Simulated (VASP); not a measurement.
The input files of a VASP run:

File POSCAR:
```
SnS
1
    0.0000000000     2.8709798159     2.8709798159
    2.8709798159    -0.0000000000     2.8709798159
    2.8709798159     2.8709798159    -0.0000000000
Sn S
1 1
Direct
  0.0000000000   0.0000000000   0.0000000000
  0.5000000000   0.5000000000   0.5000000000
```

INCAR:
```
ENCUT = 500   # plane-wave cut-off (eV)
LREAL = .FALSE.   # projection in real space or not
NELM = 100   # most electronic steps
IBRION = 2   # conjugate gradients
LASPH = .TRUE.   # aspherical one-centre terms
GGA = PS
LCHARG = .FALSE.
SIGMA = 0.05   # width (eV)
ISIF = 3   # ions, shape and volume
SYSTEM = SnS
NSW = 40   # most ionic steps
LMAXMIX = 4   # l cut-off of mixed one-centre charges
LWAVE = .FALSE.
ISMEAR = 0   # Gaussian
EDIFFG = -0.02
ALGO = Normal   # blocked Davidson
EDIFF = 1E-6
PREC = Accurate
```

**KPOINTS**
```
Automatic mesh
0
Gamma
8 8 8
0 0 0
```

POTCAR, in this order: Sn_d S (PBE.64 set). Program: vasp_std.

Question: Translate this PBEsol calculation to Quantum ESPRESSO's pw.x.

Answer: One equivalent input (not run):
```
&CONTROL
  calculation = 'vc-relax'
  pseudo_dir = './pseudo'
  outdir = './out'
  tprnfor = .true.
  tstress = .true.
  nstep = 40
  forc_conv_thr = 0.00078
/
&SYSTEM
  ibrav = 0
  nat = 2
  ntyp = 2
  ecutwfc = 72
  occupations = 'smearing'
  smearing = 'gaussian'
  degauss = 0.003675
  input_dft = 'pbesol'
/
&ELECTRONS
  conv_thr = 7.3e-08
  electron_maxstep = 100
/
&IONS
/
&CELL
/
ATOMIC_SPECIES
  Sn 118.710 Sn.upf
  S 32.060 S.upf
CELL_PARAMETERS angstrom
     0.0000000    2.8709798    2.8709798
     2.8709798   -0.0000000    2.8709798
     2.8709798    2.8709798   -0.0000000
ATOMIC_POSITIONS crystal
  Sn   0.0000000  0.0000000  0.0000000
  S    0.5000000  0.5000000  0.5000000
K_POINTS automatic
  8 8 8 0 0 0
```
Limits of the translation: the potentials are each code's own (VASP's PAW set, PseudoDojo norm-conserving files in pw.x), so ENCUT and ecutwfc are chosen apart and not converted; conv_thr bounds pw.x's estimated SCF error, while EDIFF bounds the energy change between steps; forc_conv_thr acts on force components and is met together with etot_conv_thr.

The structure was generated: SnS was put into the rock salt type (Fm-3m), which need not be its known phase. It was relaxed first, which changed the volume by +29 %.
